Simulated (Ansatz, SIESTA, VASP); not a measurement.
**One structure in several programs: ZrO₂ (P4_2/nmc, 6 atoms in the cell)**

Self-consistent single point.

```yaml
crystal:
  lattice:
    - [3.56345, 0.00000, 0.00000]
    - [0.00000, 3.56345, 0.00000]
    - [0.00000, 0.00000, 5.17186]
  atoms:
    - { symbol: Zr, position: [0.00000, 0.00000, 0.00000] }
    - { symbol: Zr, position: [0.50000, 0.50000, 0.50000] }
    - { symbol: O, position: [0.00000, 0.50000, 0.30177] }
    - { symbol: O, position: [0.00000, 0.50000, 0.80177] }
    - { symbol: O, position: [0.50000, 0.00000, 0.19823] }
    - { symbol: O, position: [0.50000, 0.00000, 0.69823] }
```

Shared settings, as Ansatz (an electronic-structure program) writes them: kpoints.mp_grid.grid = 9 9 7; magnetization.spin_orbit = true; scf.occupations.method = fixed. Potentials and cutoffs stand in the table.

| code | model | pressure (GPa) | largest force (eV/Å) | gap on the mesh (eV) | cutoff |
|---|---|---|---|---|---|
| SIESTA | GGA PBE with spin-orbit coupling, numerical atomic orbitals DZP, PseudoDojo PBE fully relativistic norm-conserving potentials (rewritten from UPF to PSML) | – | 0.528 | 3.904 | grid 400 Ry |
| Ansatz | PBE with spin-orbit coupling, default PAW files | 10.94 | 0.156 | 4.148 | default |
| VASP | PBE, spin-orbit coupling, VASP's PBE PAW potentials (set 64) | 6.13 | 0.164 | 4.146 | 400 eV |

A dash marks a value that a program does not give, or that is left out as unsure.

Gaps are read on the mesh.

The spread over the programs that give each value: pressure within 4.81 GPa; largest force within 0.372 eV/Å; gap on the mesh within 0.244 eV.

SIESTA uses small atom-centred bases, whose incompleteness enters pressures, forces and empty levels differently from a plane-wave cutoff. Ansatz's pressure is given at a fixed set of plane waves, as the other plane-wave codes print theirs; with its correction for the finite basis it is 11.71 GPa (the shift of 0.78 GPa shows how far the cutoff is from converged). In the gap, SIESTA (by 0.243) lies more than 0.12 eV from the median of the plane-wave programs. In the force vectors, SIESTA (by 0.368) lies more than 0.08 eV/Å from the median of the plane-wave programs.

VASP's run is marked for a possible Pulay error in its stress at this cutoff; no cutoff test was made.

VASP ran the fixed occupations as a Gaussian smearing of 0.01 eV.

The starting cell comes from a database of computed structures (which also holds hypothetical and non-ambient phases and stackings), without a prior relaxation at this level. Its lattice was rescaled by a random factor within 2.5 % of one.

Keys are those of Ansatz 0.2.
